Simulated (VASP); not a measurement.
```
CELL_PARAMETERS angstrom
      0.00000     2.75207     2.75207
      2.75207     0.00000     2.75207
      2.75207     2.75207     0.00000
ATOMIC_POSITIONS crystal
  Pt 0.00000 0.00000 0.00000
  Sb 0.50000 0.50000 0.50000
```

Level of theory: r2SCAN meta-GGA, VASP's PBE PAW potentials (set 64) (plane waves; VASP). Settings: 400 eV cut-off, 10×10×10 Γ-centred mesh, first-order Methfessel-Paxton smearing of 0.10 eV, potentials Pt Sb.

Unless said otherwise, spin-orbit coupling is left out, though it shifts the bands of the heavy elements here.

Q: Predict the energy per atom (σ→0), band gap (on the k-mesh) with the smallest direct gap where there is one.

A: 
```
Property                                                    Result
------------------------  ----------------------------------------
band gap (on the k-mesh)  none (metal, semimetal or under 0.01 eV)
energy per atom (σ→0)                              -38918 meV/atom
```

Total energies compare only between runs with the same potentials, cut-off and functional.

The structure was generated: PtSb was put into the rock salt type (Fm-3m), which need not be its known phase. It was relaxed first, which changed the volume by -20 %. The start is the result of an earlier pass. The electron count is odd and the run is not spin-polarised, which forces a metal.
